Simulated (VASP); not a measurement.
An input for Ansatz (written as the equivalent of a VASP run, and not itself run):

Ansatz 0.2 input:
```yaml
crystal:
  lattice:
    - [0.0000000, 2.8379000, 2.8379000]
    - [2.8379000, 0.0000000, 2.8379000]
    - [2.8379000, 2.8379000, 0.0000000]
  atoms:
    - { symbol: Al, position: [0.0000000, 0.0000000, 0.0000000] }
    - { symbol: As, position: [0.7500000, 0.7500000, 0.7500000] }
kpoints:
  mp_grid: { grid: [5, 5, 5] }
hamiltonian:
  xc: pbe
  pseudopotentials: { kind: paw }
scf:
  occupations: { method: gaussian, width: 0.01 }
  max_iter: 100
output: { forces: true, stress: true, eigenvalues: true }
```

Question: Translate this input to VASP (INCAR, KPOINTS, POSCAR, choice of POTCAR).

Answer: This is not unique; one that fits is 
**KPOINTS**
```
Automatic mesh
0
Gamma
5 5 5
0 0 0
```

**INCAR**
```
# general
SYSTEM=AlAs
PREC  =Normal
ENCUT =350
LREAL =.FALSE.
LASPH =.TRUE.

# electronic loop
EDIFF =1E-8
NELM  =100
ALGO  =Normal

# smearing
ISMEAR=0
SIGMA =0.01

# functional
GGA   =PE

# output
LWAVE =.TRUE.
LCHARG=.FALSE.
```

POSCAR:
```
AlAs
1
    0.0000000000     2.8379000000     2.8379000000
    2.8379000000     0.0000000000     2.8379000000
    2.8379000000     2.8379000000     0.0000000000
Al As
1 1
Direct
  0.0000000000   0.0000000000   0.0000000000
  0.7500000000   0.7500000000   0.7500000000
```

POTCAR, in this order: Al_GW As_GW (PBE.64 set). Program: vasp_std.

What does not carry over: each code has its own PAW files, so the cut-off isn't converted (ENCUT is set for VASP's; basis.ecutwfc is left out, and Ansatz then takes the one that its files recommend); Ansatz stops its SCF on the density residual and VASP on the energy change (EDIFF).

The structure comes from a computed database's AlAs entry (F-43m); how it stands against other phases isn't given here. The cell was not relaxed at this level.
